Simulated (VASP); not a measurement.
Energy against volume of FePt (L1_0). Method: AM05 GGA, VASP's PBE PAW potentials (set 64) (plane waves; VASP). Settings: 520 eV cut-off, 14×14×10 Γ-centred mesh, first-order Methfessel-Paxton smearing of 0.10 eV, potentials Fe Pt.

Shape and ions are relaxed at each volume.

| V (Å³/atom) | E (eV/atom) |
|---|---|
| 12.528 | -7.83089 |
| 12.928 | -7.86153 |
| 13.328 | -7.87143 |
| 13.728 | -7.86344 |

Q: Fit these four points and predict the energy of the run at 14.128 Å³/atom.

A: A cubic in V^(−2/3), the third-order Birch-Murnaghan form, passes through the four points with V0 = 13.34 Å³/atom and B0 = 238 GPa, and gives -7.8400 eV/atom there. The run gave -7.8407 eV/atom, -0.7 meV/atom from the fit; all five points give B0 = 235 GPa.

The compound is FePt in the L1_0 structure. It was relaxed first.
